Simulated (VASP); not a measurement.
An input for Quantum ESPRESSO's pw.x (written as the equivalent of a VASP run, and not itself run):

```
&CONTROL
  calculation = 'vc-relax'
  pseudo_dir = './pseudo'
  outdir = './out'
  tprnfor = .true.
  tstress = .true.
  nstep = 40
  forc_conv_thr = 0.00078
/
&SYSTEM
  ibrav = 0
  nat = 2
  ntyp = 1
  ecutwfc = 96
  occupations = 'smearing'
  smearing = 'methfessel-paxton'
  degauss = 0.00735
  input_dft = 'pbesol'
  nspin = 2
  starting_magnetization(1) = 0.16
/
&ELECTRONS
  conv_thr = 7.3e-08
  electron_maxstep = 100
/
&IONS
/
&CELL
  press = 50
/
ATOMIC_SPECIES
  Co 58.933 Co.upf
CELL_PARAMETERS angstrom
     1.2197552   -2.1126782    0.0000000
     1.2197552    2.1126782   -0.0000000
    -0.0000000    0.0000000    3.9347097
ATOMIC_POSITIONS crystal
  Co   0.3333330  0.6666670  0.2500000
  Co   0.6666670  0.3333330  0.7500000
K_POINTS automatic
  17 17 9 0 0 0
```

**Question.** Translate this input to VASP (INCAR, KPOINTS, POSCAR, choice of POTCAR).

**Answer.** One answer among several that fit: 
**INCAR**
```
SYSTEM = Co
PREC = Accurate; ENCUT = 500; LREAL = F
LASPH = T
EDIFF = 1E-6; NELM = 100; ALGO = Normal
LMAXMIX = 4
ISMEAR = 1; SIGMA = 0.1
GGA = PS
ISPIN = 2; MAGMOM = 2*1.6
IBRION = 2; NSW = 40; ISIF = 3
EDIFFG = -0.02; PSTRESS = 50
LWAVE = F; LCHARG = F; LORBIT = 10
```

File KPOINTS:
```
Automatic mesh
0
Gamma
17 17 9
0 0 0
```

File POSCAR:
```
Co
1.0
  1.2197552192  -2.1126782320   0.0000000000
  1.2197552192   2.1126782320   0.0000000000
  0.0000000000   0.0000000000   3.9347097040
Co
2
Direct
  0.3333330000   0.6666670000   0.2500000000
  0.6666670000   0.3333330000   0.7500000000
```

POTCAR, in this order: Co (PBE.64 set). Program: vasp_std.

What does not carry over: the potentials are each code's own (VASP's PAW set, PseudoDojo norm-conserving files in pw.x), so ENCUT and ecutwfc are chosen apart and not converted; conv_thr bounds pw.x's estimated SCF error, while EDIFF bounds the energy change between steps; starting_magnetization is a fraction of the valence charge and MAGMOM a moment in μB, so they match only roughly; forc_conv_thr acts on force components and is met together with etot_conv_thr.

The compound is Co in the hcp structure. It was relaxed first under an external pressure of 5 GPa.
